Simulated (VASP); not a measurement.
```xyz
1
Lattice="-1.7653 1.7653 1.7653 1.7653 -1.7653 1.7653 1.7653 1.7653 -1.7653" Properties=species:S:1:pos:R:3 pbc="T T T"
Na     0.0000     0.0000     0.0000
```

Method: PBEsol GGA, VASP's PBE PAW potentials (set 64) (plane waves; VASP). Settings: 500 eV cut-off, 14×14×14 Γ-centred mesh, first-order Methfessel-Paxton smearing of 0.10 eV, potentials Na_pv.

Energy and stress use the plane-wave basis of the starting cell.

Task: The ions, cell shape and volume at an external pressure of 20.0 GPa are relaxed. Give the cell that the relaxation ends in.

Result: 
```xyz
1
Lattice="-1.6549 1.6549 1.6549 1.6549 -1.6549 1.6549 1.6549 1.6549 -1.6549" Properties=species:S:1:pos:R:3 pbc="T T T"
Na     0.0000     0.0000     0.0000
```
Space group Im-3m (229), at a tolerance of 0.03 Å.

Task: How do energy and volume change from the first to the last step?

Result: The energy (σ→0) changes by +348.2 meV/atom and the volume by -17.6 %, in 3 ionic steps.

```
step  E(σ→0) (eV)  max force (eV/Å)  pressure (GPa)  volume (Å³)
----  -----------  ----------------  --------------  -----------
1         -1.0996             0.000            9.86        22.00
2         -0.7167             0.000           21.05        17.86
3         -0.7514             0.000           19.83        18.13
```

The compound is Na in the bcc structure. This run relaxes it under an external pressure of 20 GPa. Symmetry was kept, so distortions that lower it aren't found.
